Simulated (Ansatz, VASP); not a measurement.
# HfMgO: VASP beside Ansatz

INCAR

```
PREC = Accurate
ENCUT = 520
EDIFF = 1E-6
ISMEAR = 0
SIGMA = 0.1
LREAL = False
LASPH = True
NELM = 100
ALGO = Normal
ISIF = 2
LWAVE = False
LCHARG = False
GGA = PE
NBANDS = 16
```

File KPOINTS:

```
Automatic mesh
0
Gamma
  6 6 4
```

Contents of POSCAR:

```
HfMgO
1.0
    3.3595753400      0.0000000000      0.0000000000
    0.0000000000      3.3595753400      0.0000000000
    0.0000000000      0.0000000000      4.7504895000
Mg Hf O
1 1 1
Direct
    0.0000000000      0.0000000000      0.2018545800
    0.5000000000      0.5000000000      0.4549575600
    0.0000000000      0.0000000000      0.7974555900
```

Input for Ansatz:

```yaml
crystal:
  lattice:
    - [3.35957534, 0.0, 0.0]
    - [0.0, 3.35957534, 0.0]
    - [0.0, 0.0, 4.7504895]
  atoms:
    - { symbol: Mg, position: [0.0, 0.0, 0.20185458] }
    - { symbol: Hf, position: [0.5, 0.5, 0.45495756] }
    - { symbol: O, position: [0.0, 0.0, 0.79745559] }
basis:
  ecutwfc: 420
kpoints:
  mp_grid: { grid: [6, 6, 4] }
hamiltonian:
  xc: pbe
scf:
  occupations: { method: gaussian, width: 0.1 }
  lower_state_search: "off"
output:
  forces: true
  stress: true
  eigenvalues: true
```

Alike in both runs: task single point; functional PBE; k mesh 6 × 6 × 4; occupations gaussian, width 0.1 eV; no spin polarisation.

|  | VASP | Ansatz |
| --- | --- | --- |
| version | VASP 6.6.1 | Ansatz 0.2.0 |
| potentials or method | VASP PAW PBE potentials, release 64 (Mg, Hf_pv, O) | scalar-relativistic, plane waves, PAW |
| plane-wave cutoff (eV) | 520 | 420 |
| valence electrons in the cell | 18 | 42 |

```tsv
	VASP	Ansatz	Ansatz less VASP
gap on the k mesh at the Fermi level (eV)	none	none	-
pressure (GPa)	3.4	3.5	+0.18
largest component of the traceless stress (GPa)	2.62	2.65	+0.034
rms of the force components (eV/Å)	2.713	2.701	-0.0118
```

Atom by atom the forces differ by 0.019 eV/Å (rms over components). A gap of «none» marks a metal or a gap that the smearing closes. With one functional, cell and mesh, what is left measures potentials, basis and numerics. The two sets of potentials don't hold the same shells in valence.

Caveats: forces of over 1 eV/Å show positions far from the minimum, so gaps and moduli don't describe the material at rest. Spin-orbit coupling is left out, which matters for the levels of Hf.
